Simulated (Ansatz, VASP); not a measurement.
# Hf (Hafnium) in two plane-wave programs, part 2 of 2

Wanted: the spread between two codes on one cell, functional and k mesh. The cell is taken from a series of runs on this material, whose earlier steps may have relaxed, scaled, displaced or heated it; both programs get it as it stands.

VASP 6.6.1 and Ansatz 0.2.0.

So far: The structure; Ansatz: zone-centre phonons, PBEsol; VASP: zone-centre phonons, PBEsol.

### 3. VASP: zone-centre phonons, PBEsol (continued)

Level of this step: PBEsol; plane waves and PAW (Hf_pv) (VASP).

Numbers of over 12 decimals in the logs are rounded to 6 here.

Parts of OUTCAR (step 3):

```text
ion  position               nearest neighbor table
   1  0.333  0.667  0.250-   2 3.10   2 3.10   2 3.10   2 3.10   2 3.10   2 3.10
   2  0.667  0.333  0.750-   1 3.10   1 3.10   1 3.10   1 3.10   1 3.10   1 3.10

  LATTYP: Found a hexagonal cell.
 ALAT       =     3.1288178625
 C/A-ratio  =     1.6082622893

 Subroutine GETGRP returns: Found 24 space group operations
 (whereof 12 operations were pure point group operations)

The static configuration has the point symmetry D_3d.
 The point group associated with its full space group is D_6h.

 Found    135 irreducible k-points:

   k-points           NKPTS =    135   k-points in BZ     NKDIM =    135   number of bands    NBANDS=     16

   dimension x,y,z NGX =    24 NGY =   24 NGZ =   40
   dimension x,y,z NGXF=    48 NGYF=   48 NGZF=   80

   ENCUT  =  500.0 eV  36.75 Ry    6.06 a.u.   5.70  5.70  9.17*2*pi/ulx,y,z

   NELECT =      20.0000    total number of electrons

 k-points in reciprocal lattice and weights: Automatic mesh
   0.00000000  0.00000000  0.00000000       0.001
   0.06666667  0.00000000  0.00000000       0.003
   0.13333333  0.00000000  0.00000000       0.003
   0.20000000  0.00000000  0.00000000       0.003
   0.26666667  0.00000000  0.00000000       0.003
   0.33333333  0.00000000  0.00000000       0.003
   0.40000000  0.00000000  0.00000000       0.003
   0.46666667 -0.00000000  0.00000000       0.003
   0.06666667  0.06666667  0.00000000       0.003
[...]
0.33333333  0.26666667  0.50000000       0.007
   0.33333333  0.33333333  0.50000000       0.001

 average (electrostatic) potential at core
       1 -36.6823       2 -36.6823

  Total        0.4879351      0.4879351     -0.1191996     -0.0000000     -0.0000000     -0.0000000
  in kB       18.3250137     18.3250137     -4.4766882     -0.0000000     -0.0000000     -0.0000000
  external PRESSURE =      10.7244464 kB  Pullay stress =       0.0000000 kB

  energy-cutoff  :      500.00
  volume of cell :       42.66
      direct lattice vectors                 reciprocal lattice vectors
     3.128817863  0.000000000  0.000000000     0.319609528  0.184526647  0.000000000
    -1.564408931  2.709635753  0.000000000     0.000000000  0.369053294  0.000000000
     0.000000000  0.000000000  5.031959778     0.000000000  0.000000000  0.198729728

 POSITION                                       TOTAL-FORCE (eV/Angst)
 -----------------------------------------------------------------------------------
     -0.00000      1.80642      1.25799         0.000000     -0.000000      0.000000
      1.56441      0.90321      3.77397        -0.000000      0.000000      0.000000
 -----------------------------------------------------------------------------------
    total drift:                               -0.000000      0.000000     -0.000000

 Eigenvectors and eigenvalues of the dynamical matrix
 ----------------------------------------------------

   1 f  =    3.076346 THz    19.329252 2PiTHz  102.615856 cm-1    12.722739 meV
             X         Y         Z           dx          dy          dz
     -0.000000  1.806424  1.257990     0.000000    0.000000   -0.707107
      1.564409  0.903212  3.773970     0.000000    0.000000    0.707107

   2 f  =    2.285475 THz    14.360065 2PiTHz   76.235249 cm-1     9.451962 meV
             X         Y         Z           dx          dy          dz
     -0.000000  1.806424  1.257990     0.239433   -0.665336    0.000000
      1.564409  0.903212  3.773970    -0.239433    0.665336    0.000000

   3 f  =    2.285475 THz    14.360065 2PiTHz   76.235249 cm-1     9.451962 meV
             X         Y         Z           dx          dy          dz
     -0.000000  1.806424  1.257990    -0.665336   -0.239433    0.000000
      1.564409  0.903212  3.773970     0.665336    0.239433    0.000000

   4 f  =    0.000000 THz     0.000000 2PiTHz    0.000000 cm-1     0.000000 meV
             X         Y         Z           dx          dy          dz
     -0.000000  1.806424  1.257990    -0.427327    0.563375    0.000000
      1.564409  0.903212  3.773970    -0.427327    0.563375    0.000000

   5 f  =    0.000000 THz     0.000000 2PiTHz    0.000000 cm-1     0.000000 meV
             X         Y         Z           dx          dy          dz
     -0.000000  1.806424  1.257990     0.000000    0.000000    0.707107
      1.564409  0.903212  3.773970     0.000000    0.000000    0.707107

   6 f/i=    0.000000 THz     0.000000 2PiTHz    0.000000 cm-1     0.000000 meV
             X         Y         Z           dx          dy          dz
     -0.000000  1.806424  1.257990    -0.563375   -0.427327    0.000000
      1.564409  0.903212  3.773970    -0.563375   -0.427327    0.000000

 ELASTIC MODULI CONTR FROM IONIC RELAXATION (kBar)
 Direction    XX          YY          ZZ          XY          YZ          ZX
 --------------------------------------------------------------------------------
 XX        -149.1268    149.1268      0.0000      0.0000     -0.0000     -0.0000
 YY         149.1268   -149.1268     -0.0000      0.0000      0.0000      0.0000
 ZZ           0.0000     -0.0000     -0.0000     -0.0000      0.0000      0.0000
 XY           0.0000      0.0000     -0.0000   -149.1268      0.0000      0.0000
 YZ          -0.0000      0.0000      0.0000      0.0000     -0.0000     -0.0000
 ZX          -0.0000      0.0000      0.0000      0.0000     -0.0000     -0.0000
 --------------------------------------------------------------------------------
```

### 4. Differences

Known differences besides the potentials themselves: the data sets hold 52 valence electrons in Ansatz (on its PAW soft_1 files) and 20 in VASP; the cutoff is 420 eV in Ansatz and 500 eV in VASP; Ansatz makes its cores anew for this functional, VASP keeps those of its PBE data sets. Total energies have different zeros and are not compared.

Both answers:

```
                  quantity  Ansatz   VASP  difference
optical mode 1 to 2 (cm⁻¹)    76.1   76.2     -0.22 %
     optical mode 3 (cm⁻¹)   104.6  102.6     +1.92 %
```

Modes are paired by rising frequency, not by their patterns, so a pair may set unlike modes beside each other; they are those without the splitting of longitudinal modes.

### 5. What came out

```
r.m.s. difference of the optical zone-centre modes, each program's sorted by frequency (zone-centre phonons, PBEsol) : 1.1 cm⁻¹
difference in optical mode 3 (zone-centre phonons, PBEsol)                                                           : +1.9 %
```

In words: The r.m.s. difference of the optical zone-centre modes, each program's sorted by frequency is 1.1 cm⁻¹ (zone-centre phonons, PBEsol). The data sets hold unlike numbers of valence electrons (52 in Ansatz and 20 in VASP), so part of the differences comes from the potentials. Among the rows given in per cent, the largest difference of the zone-centre phonons, PBEsol pair is in optical mode 3, +1.9 %. How closely two codes agree says nothing of how well the functional describes the real material.

[Lines on the potential files, build, host, timing and source positions are cut from VASP's logs without a mark.]

[Logs are printed without paths, hosts, clocks, repeated set-up lines and the standing remarks that a program may print on its own settings, such as how far it seeks lower states.]

[Hosts, paths, dates, database ids (printed as entryN), source tags and the programs' standing remarks are cut or masked in the printed files.]
